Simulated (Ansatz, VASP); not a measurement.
# Equation of state of K3Eu under PBE

Symmetry: Fm-3m, No. 225, cubic system. Conventional cell: a = 10.184 Å, b = 10.184 Å, c = 10.184 Å, α = 90.00°, β = 90.00°, γ = 90.00°. Eu (site symmetry m-3m) has 8 K at 4.41 Å as nearest neighbours. K (site symmetry m-3m) has 8 K at 4.41 Å as nearest neighbours. K (site symmetry -43m) has 4 Eu at 4.41 Å and 4 K at 4.41 Å as nearest neighbours.

The cell comes from a database or a generator and needn't be the stable form of this composition.

The cell was scaled at fixed shape and fractions and run with Ansatz, Ansatz PAW, cutoff 420 eV; PBE, k mesh 5 × 5 × 5 on the cell of 4 atoms, fermi-dirac occupations of 0.05 eV, collinear spin, ferromagnetic start, no spin-orbit coupling. Energies are those that the program minimises, any entropy of the smearing included. For a metal such a mesh isn't converged to the digits shown. The magnetic state is the one that the start led to, which needn't be the lowest. Plain semilocal runs treat an open f shell poorly.

| V (Å³/atom) | energy over the lowest row (meV/atom) |
| --- | --- |
| 62.0518 | 6.217 |
| 63.3720 | 3.209 |
| 64.6923 | 1.224 |
| 66.0125 | 0.193 |
| 67.3328 | 0.000 |
| 68.6530 | ? |
| 69.9733 | 1.887 |

**Question.** Fit the third-order Birch-Murnaghan form, give V0, B0 and B′, and predict the energy left open.

**Answer.** With y = (V0/V)^(2/3), E = E0 + (9 V0 B0/16) [(y - 1)³ B′ + (y - 1)² (6 - 4y)]. Least squares through the rows shown give V0 = 66.9740 Å³/atom, E0 = -0.027 meV, B0 = 4.898 GPa (1 eV/Å³ = 160.218 GPa) and B′ = 3.79, with a largest miss of 0.005 meV. At V = 68.6530 the form with these constants gives 0.591 meV; the run gave 0.597 meV an atom. Other set-ups at this level, from all their volumes (Å³/atom, GPa): VASP, PBE PAW files Eu, K_sv, 520 eV: V0 66.893, B0 4.895.
